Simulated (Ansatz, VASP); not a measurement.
# Al2SiGeTe6 in two plane-wave programs, part 2 of 2

One calculation is typed for both programs; each brings its own data sets. How far apart do they land? The cell is invented: As first built, before any earlier steps moved the atoms (in the runner's words): Ge for half of the Si in the AlSiTe3 structure of space group P-31m. It may not be a known or stable phase. The cell is taken from a series of runs on this material, whose earlier steps may have relaxed, scaled, displaced or heated it; both programs get it as it stands.

VASP 6.6.1 and Ansatz 0.2.0.

So far: Starting point; Ansatz: relaxation of cell and atoms, r2SCAN.

**3. VASP: relaxation of cell and atoms, r2SCAN**

Level of this step: r2SCAN; plane waves and PAW (Al, Si, Ge_d, Te); invented cell (VASP).

The same cell, functional, mesh and smearing now go to VASP, with its own data sets.

Lines of VASP's logs that name or quote its potential files are left out, and so is its time.

INCAR reads:

```
SYSTEM = Al2SiGeTe6
PREC = Accurate
ENCUT = 550
EDIFF = 1E-07
NELM = 120
ISMEAR = 0
SIGMA = 0.03
LREAL = .FALSE.
ALGO = Normal
METAGGA = R2SCAN
LASPH = .TRUE.
NBANDS = 40
LORBIT = 11
LWAVE = .FALSE.
LCHARG = .FALSE.
ISIF = 3
IBRION = 2
NSW = 80
EDIFFG = -0.005
GGA_COMPAT = .FALSE.
NELMIN = 4
EFERMI = MIDGAP
LMIXTAU = .TRUE.
KPAR = 2
```

POSCAR reads:

```
Al2SiGeTe6
1.0
    6.9163810000      0.0000000000      0.0000000000
   -3.4581910000      5.9897620000      0.0000000000
    0.0000000000      0.0000000000      7.4464030000
Al Si Ge Te
2 1 1 6
Direct
    0.6666667352      0.3333332777      0.5000000671
    0.3333334094      0.6666667223      0.5000000671
    0.0000000000      0.0000000000      0.3462013807
    0.0000000000      0.0000000000      0.6537986193
    0.0000000692      0.6464537322      0.7387517168
    0.3535463881      0.3535462678      0.7387517168
    0.6464536873      0.0000000000      0.7387517168
    0.6464537565      0.6464537322      0.2612482832
    0.9999999308      0.3535462678      0.2612482832
    0.3535463127      0.0000000000      0.2612482832
```

KPOINTS reads:

```
Automatic mesh
0
Gamma
4 4 4
0 0 0
```

The projector-augmented-wave data sets are Al, Si, Ge_d and Te (PBE family, release 64).

Launch:

```sh
mpirun -np 2 vasp_std
```

Numbers of over 12 decimals in the logs are rounded to 6 here.

The program printed:

```text
[banner, memory and clock lines left out]
running    2 mpi-ranks, on    1 nodes
 distrk:  each k-point on    1 cores,    2 groups
 distr:  one band on    1 cores,    1 groups

 POSCAR found type information on POSCAR AlSiGeTe
 POSCAR found :  4 types and      10 ions
|                                                                             |
|               ----> ADVICE to this user running VASP <----                  |
|                                                                             |
|     You enforced a specific xc type in the INCAR file but a different       |
|     [... a line on the potential file left out ...]
|     I HOPE YOU KNOW WHAT YOU ARE DOING!                                     |
|                                                                             |

 LDA part: xc-table for (None), standard interpolation
 POSCAR, INCAR and KPOINTS ok, starting setup
 FFT: planning ... GRIDC
 FFT: planning ... GRID_SOFT
 FFT: planning ... GRID
 WAVECAR not read
 entering main loop
       N       E                     dE             d eps       ncg     rms          rms(c)
DAV:   1     0.253921632638E+03    0.25392E+03   -0.24597E+04  1232   0.169E+03
DAV:   2    -0.139274876449E+03   -0.39320E+03   -0.37473E+03  1176   0.385E+02
DAV:   3    -0.196676325778E+03   -0.57401E+02   -0.55765E+02  1264   0.117E+02
DAV:   4    -0.199614052834E+03   -0.29377E+01   -0.29241E+01  1288   0.314E+01
DAV:   5    -0.199707038554E+03   -0.92986E-01   -0.92966E-01  1496   0.542E+00    0.144E+01
DAV:   6    -0.195925673355E+03    0.37814E+01   -0.85641E-01  1240   0.602E+00    0.101E+01
DAV:   7    -0.187981822254E+03    0.79439E+01   -0.24599E+00  1200   0.751E+00    0.253E+00
DAV:   8    -0.191383430384E+03   -0.34016E+01   -0.13563E+00  1088   0.657E+00    0.164E+00
DAV:   9    -0.191547731785E+03   -0.16430E+00   -0.12561E-01  1312   0.159E+00    0.767E-01
DAV:  10    -0.191680363686E+03   -0.13263E+00   -0.92117E-02  1112   0.182E+00    0.484E-01
DAV:  11    -0.191688517229E+03   -0.81535E-02   -0.17874E-02  1184   0.786E-01    0.299E-01
DAV:  12    -0.191700043194E+03   -0.11526E-01   -0.12350E-02  1136   0.643E-01    0.967E-02
DAV:  13    -0.191694676299E+03    0.53669E-02   -0.59189E-03  1184   0.468E-01    0.980E-02
DAV:  14    -0.191699579961E+03   -0.49037E-02   -0.11582E-03  1160   0.212E-01    0.733E-02
DAV:  15    -0.191700648015E+03   -0.10681E-02   -0.22807E-04  1256   0.874E-02    0.373E-02
DAV:  16    -0.191701453154E+03   -0.80514E-03   -0.63501E-04  1120   0.163E-01    0.173E-02
DAV:  17    -0.191701479527E+03   -0.26373E-04   -0.50573E-05  1168   0.451E-02    0.904E-03
DAV:  18    -0.191701480962E+03   -0.14344E-05   -0.44515E-06  1280   0.137E-02    0.638E-03
DAV:  19    -0.191701481026E+03   -0.64615E-07   -0.20288E-06  1224   0.938E-03    0.333E-03
DAV:  20    -0.191701480999E+03    0.27640E-07   -0.43822E-07  1200   0.493E-03
   1 F= -.19170148E+03 E0= -.19170148E+03  d E =-.191701E+03
[... from here on, the cycles between the ionic steps are left out ...]
   2 F= -.19175304E+03 E0= -.19175304E+03  d E =-.515547E-01
   3 F= -.19175411E+03 E0= -.19175411E+03  d E =-.526298E-01
   4 F= -.19177214E+03 E0= -.19177214E+03  d E =-.180245E-01
   5 F= -.19177214E+03 E0= -.19177214E+03  d E =-.180301E-01
   6 F= -.19177330E+03 E0= -.19177330E+03  d E =-.116082E-02
   7 F= -.19177332E+03 E0= -.19177332E+03  d E =-.117808E-02
   8 F= -.19177357E+03 E0= -.19177357E+03  d E =-.249592E-03
   9 F= -.19177357E+03 E0= -.19177357E+03  d E =-.255381E-03
 curvature:  -0.62 expect dE=-0.146E-04 dE for cont linesearch -0.333E-08
 trial: gam= 0.01881 g(F)=  0.165E-04 g(S)=  0.700E-05 ort = 0.199E-05 (trialstep = 0.105E+01)
 search vector abs. value=  0.239E-04
 bond charge predicted
       N       E                     dE             d eps       ncg     rms          rms(c)
DAV:   1    -0.191773603726E+03   -0.29350E-04   -0.84835E-04  1240   0.158E-01    0.307E-02
DAV:   2    -0.191773597175E+03    0.65506E-05   -0.41189E-05  1416   0.428E-02    0.137E-02
DAV:   3    -0.191773593812E+03    0.33634E-05   -0.59259E-06  1400   0.136E-02    0.676E-03
DAV:   4    -0.191773593794E+03    0.17527E-07   -0.21546E-06  1264   0.739E-03    0.220E-03
DAV:   5    -0.191773593944E+03   -0.14931E-06   -0.56808E-07  1200   0.492E-03    0.159E-03
DAV:   6    -0.191773594157E+03   -0.21335E-06   -0.24392E-07  1000   0.314E-03    0.971E-04
DAV:   7    -0.191773594196E+03   -0.39137E-07   -0.99553E-08   752   0.200E-03
  10 F= -.19177359E+03 E0= -.19177359E+03  d E =-.197784E-04
 trial-energy change:   -0.000020  1 .order   -0.000017   -0.000025   -0.000010
 step:   1.3246(harm=  1.7056)  dis= 0.00043  next Energy=  -191.773596 (dE=-0.211E-04)
 reached required accuracy - stopping structural energy minimisation
```

Parts of OUTCAR (step 3):

```text
ion  position               nearest neighbor table
   1  0.667  0.333  0.500-   7 2.86   9 2.86   6 2.86   5 2.86  10 2.86   8 2.86
   2  0.333  0.667  0.500-   7 2.86   5 2.86   8 2.86  10 2.86   6 2.86   9 2.86
   3  0.000  0.000  0.346-   4 2.29   8 2.53  10 2.53   9 2.53
   4  0.000  0.000  0.654-   3 2.29   7 2.53   6 2.53   5 2.53
   5  0.000  0.646  0.739-   4 2.53   2 2.86   1 2.86
   6  0.354  0.354  0.739-   4 2.53   1 2.86   2 2.86
   7  0.646  0.000  0.739-   4 2.53   2 2.86   1 2.86
   8  0.646  0.646  0.261-   3 2.53   2 2.86   1 2.86
   9  1.000  0.354  0.261-   3 2.53   1 2.86   2 2.86
  10  0.354  0.000  0.261-   3 2.53   1 2.86   2 2.86

  LATTYP: Found a hexagonal cell.
 ALAT       =     6.9163810000
 C/A-ratio  =     1.0766328518

 Subroutine GETGRP returns: Found  6 space group operations
 (whereof  6 operations were pure point group operations)

The static configuration has the point symmetry C_3v.

 Found     13 irreducible k-points:

   k-points           NKPTS =     13   k-points in BZ     NKDIM =     13   number of bands    NBANDS=     40

   dimension x,y,z NGX =    54 NGY =   54 NGZ =   60
   dimension x,y,z NGXF=   108 NGYF=  108 NGZF=  120

   ENCUT  =  550.0 eV  40.42 Ry    6.36 a.u.  13.23 13.23 14.24*2*pi/ulx,y,z

   NELECT =      60.0000    total number of electrons

 k-points in reciprocal lattice and weights: Automatic mesh
   0.00000000  0.00000000  0.00000000       0.016
   0.25000000  0.00000000  0.00000000       0.094
   0.50000000  0.00000000  0.00000000       0.047
   0.25000000  0.25000000  0.00000000       0.094
   0.00000000  0.00000000  0.25000000       0.031
   0.25000000  0.00000000  0.25000000       0.188
   0.50000000  0.00000000  0.25000000       0.094
   0.25000000  0.25000000  0.25000000       0.094
  -0.25000000  0.50000000  0.25000000       0.094
   0.00000000  0.00000000  0.50000000       0.016
   0.25000000  0.00000000  0.50000000       0.094
   0.50000000  0.00000000  0.50000000       0.047
   0.25000000  0.25000000  0.50000000       0.094

 average (electrostatic) potential at core
       1 -79.4995       2 -79.4995       3 -88.3247       4 -79.7932       5 -94.3915
       6 -94.3915       7 -94.3915       8 -94.3754       9 -94.3754      10 -94.3754

 E-fermi :   4.9345

 k-point     1 :       0.0000    0.0000    0.0000
  band No.  band energies     occupation
    ...
     26       3.4610      2.00000
     27       3.8217      2.00000
     28       3.8217      2.00000
     29       4.0680      2.00000
     30       4.0680      2.00000
     31       5.7362      0.00000
     32       5.7722      0.00000
     33       6.6509      0.00000
     34       7.7894      0.00000
     35       7.7894      0.00000
    ...

 k-point     2 :       0.2500    0.0000    0.0000
  band No.  band energies     occupation
    ...
     26       3.4157      2.00000
     27       3.4564      2.00000
     28       3.7394      2.00000
     29       3.8057      2.00000
     30       3.8297      2.00000
     31       6.1477      0.00000
     32       6.5802      0.00000
     33       7.1245      0.00000
     34       7.6067      0.00000
     35       7.8104      0.00000
    ...

 k-point     3 :       0.5000    0.0000    0.0000
  band No.  band energies     occupation
    ...
     26       3.1257      2.00000
     27       3.3422      2.00000
     28       3.6902      2.00000
     29       3.8772      2.00000
     30       4.0128      2.00000
     31       5.7664      0.00000
     32       6.4176      0.00000
     33       6.9041      0.00000
     34       6.9811      0.00000
     35       7.7169      0.00000
    ...

  Total        0.0063626      0.0063626      0.0229493     -0.0000000     -0.0000000     -0.0000000
  in kB        0.0329832      0.0329832      0.1189677     -0.0000000     -0.0000000     -0.0000000
  external PRESSURE =       0.0616447 kB  Pullay stress =       0.0000000 kB

  energy-cutoff  :      550.00
  volume of cell :      309.07
      direct lattice vectors                 reciprocal lattice vectors
     6.926752046 -0.000000001 -0.000000000     0.144367807  0.083350799  0.000000000
    -3.463376524  5.998743591  0.000000000     0.000000000  0.166701574 -0.000000000
    -0.000000000  0.000000000  7.438084785     0.000000000  0.000000000  0.134443211

 POSITION                                       TOTAL-FORCE (eV/Angst)
 -----------------------------------------------------------------------------------
      3.46338      1.99958      3.73440        -0.000000     -0.000000     -0.004502
     -0.00000      3.99916      3.73440        -0.000000     -0.000000     -0.004502
     -0.00000      0.00000      2.53058        -0.000000     -0.000000      0.003571
     -0.00000      0.00000      4.86394        -0.000000     -0.000000     -0.001574
     -2.20801      3.82438      5.49134        -0.000076      0.000131      0.000584
      1.25537      2.17436      5.49134        -0.000076     -0.000131      0.000584
      0.95264      5.99874      5.49134         0.000151     -0.000000      0.000584
      2.24046      3.88059      1.95103        -0.001951     -0.003379      0.001751
      5.70384      2.11815      1.95103        -0.001951      0.003379      0.001751
     -1.01755      5.99874      1.95103         0.003902     -0.000000      0.001751
 -----------------------------------------------------------------------------------
    total drift:                               -0.000294      0.000039      0.002746

  FREE ENERGIE OF THE ION-ELECTRON SYSTEM (eV)
  ---------------------------------------------------
  free  energy   TOTEN  =      -191.7735941961 eV

  energy  without entropy=     -191.7735941961  energy(sigma->0) =     -191.77359420

 reached required accuracy - stopping structural energy minimisation

 total charge
# of ion       s       p       d       tot
------------------------------------------
    1        0.369   0.303   0.000   0.672
    2        0.369   0.303   0.000   0.672
    3        0.761   0.863   0.000   1.624
    4        1.120   1.223  10.055  12.397
    5        1.390   2.024   0.033   3.446
    6        1.390   2.024   0.033   3.446
    7        1.390   2.024   0.033   3.446
    8        1.386   2.036   0.034   3.456
    9        1.386   2.036   0.034   3.456
   10        1.386   2.036   0.034   3.456
--------------------------------------------------
tot         10.946  14.872  10.254  36.072

[... 3 further parts left out ...]
```

CONTCAR:

```
Al2SiGeTe6
   1.00000000000000
     6.9267520459149869   -0.0000000007980891   -0.0000000000000000
    -3.4633765243984036    5.9987435911251445    0.0000000000000000
    -0.0000000000000000    0.0000000000000000    7.4380847849054845
  Al              Si              Ge              Te
     2     1     1     6
Direct
     0.6666667352000033    0.3333332776999995    0.5020641106574524
     0.3333334093999980    0.6666667223000005    0.5020641106574524
     0.0000000000000000    0.0000000000000000    0.3402188943394408
     0.0000000000000000    0.0000000000000000    0.6539239249233054
     0.0000000692001465    0.6375307911576935    0.7382733787225256
     0.3624693291451618    0.3624692088436597    0.7382733787225256
     0.6375307462546929    0.9999999999986467    0.7382733787225256
     0.6469008300105116    0.6469008057103673    0.2623029858182554
     0.9999999308000155    0.3530991942897621    0.2623029858182554
     0.3530992391894730    0.9999999999998702    0.2623029858182554
```

The run keeps the 6 symmetry operations of its start, so it cannot find a distortion of lower symmetry.

**4. Differences**

Known differences besides the potentials themselves: VASP keeps PBE cores, Ansatz makes them for the functional; the data sets hold 120 valence electrons in Ansatz (on its default PAW (the set named soft_2) files) and 60 in VASP; the cutoff is 500 eV in Ansatz and 550 eV in VASP; Ansatz adds a Pulay correction to the stress that steers its cell, VASP none. Total energies have different zeros and are not compared.

The two programs side by side:

```
                                         quantity  Ansatz    VASP  difference
                                      volume (Å³)  309.53  309.07     +0.15 %
edge a after relaxation, in the typed setting (Å)   6.926   6.927     -0.01 %
edge c after relaxation, in the typed setting (Å)   7.450   7.438     +0.17 %
```

**5. Outcome**

| Quantity | Value |
| --- | --- |
| difference in edge c after relaxation, in the typed setting (relaxation of cell and atoms, r2SCAN) | 0.17 % |

The difference in edge c after relaxation, in the typed setting is 0.17 % (relaxation of cell and atoms, r2SCAN), within the 1.2 % picked in this series as the mark of a large difference, as far as the stopping tolerances let one tell. The data sets hold unlike numbers of valence electrons (120 in Ansatz and 60 in VASP), so part of the differences comes from the potentials. How closely two codes agree says nothing of how well the functional describes the real material.

[Lines on the potential files, build, host, timing and source positions are cut from VASP's logs without a mark.]

[Logs are printed without paths, hosts, clocks, repeated set-up lines and the standing remarks that a program may print on its own settings, such as how far it seeks lower states.]

[Hosts, paths, dates, database ids (printed as entryN), source tags and the programs' standing remarks are cut or masked in the printed files.]
